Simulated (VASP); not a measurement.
A VASP calculation is set up with these files.

### POSCAR
```
InSb
1
    6.4033184259    -0.0000000000     0.0000000000
   -0.0000000000     4.6629759771     0.0000000000
    0.0000000000     0.0000000000     4.6629759771
In Sb
2 2
Direct
  0.0000000000   0.0000000000   0.0000000000
  0.5000000000   0.5000000000   0.5000000000
  0.2500000000   0.0000000000   0.5000000000
  0.7500000000   0.5000000000   0.0000000000
```

**INCAR**
```
SYSTEM = InSb
ISIF = 3   ! ions, shape and volume
EDIFFG = -0.02
SIGMA = 0.05   ! width (eV)
GGA = PS   ! PBEsol
LMAXMIX = 4
EDIFF = 1E-6
LCHARG = .FALSE.
LASPH = .TRUE.   ! aspherical one-centre terms
ENCUT = 400   ! plane-wave cut-off (eV)
IBRION = 2
ISMEAR = 0   ! Gaussian
PREC = Accurate
ALGO = Normal   ! blocked Davidson
LWAVE = .FALSE.
LREAL = .FALSE.   ! projection in real space or not
NSW = 60   ! most ionic steps
NELM = 100   ! most electronic steps
```

File KPOINTS:
```
kpoints
0
Gamma
 3 5 5
0 0 0
```

POTCAR, in this order: In_d Sb (PBE.64 set). Program: vasp_std.

**Question.** Write an equivalent input for Ansatz.

**Answer.** One equivalent input (not run):
Ansatz 0.2 input:
```yaml
crystal:
  lattice:
    - [6.4033184, 0.0000000, 0.0000000]
    - [0.0000000, 4.6629760, 0.0000000]
    - [0.0000000, 0.0000000, 4.6629760]
  atoms:
    - { symbol: In, position: [0.0000000, 0.0000000, 0.0000000] }
    - { symbol: In, position: [0.5000000, 0.5000000, 0.5000000] }
    - { symbol: Sb, position: [0.2500000, 0.0000000, 0.5000000] }
    - { symbol: Sb, position: [0.7500000, 0.5000000, 0.0000000] }
kpoints:
  mp_grid: { grid: [3, 5, 5] }
hamiltonian:
  xc: pbesol
  pseudopotentials: { kind: paw }
scf:
  occupations: { method: gaussian, width: 0.05 }
  max_iter: 100
relax:
  max_steps: 60
  f_tol: 0.02
  cell: {}
output: { forces: true, stress: true, eigenvalues: true }
```
Limits of the translation: each code has its own PAW files, so the cut-off isn't converted (ENCUT is set for VASP's; basis.ecutwfc is left out, and Ansatz then takes the one that its files recommend); Ansatz stops its SCF on the density residual and VASP on the energy change (EDIFF).

The compound is InSb in the zinc blende structure. This run relaxes it. Symmetry was kept, so distortions that lower it aren't found. The start is the result of an earlier pass.
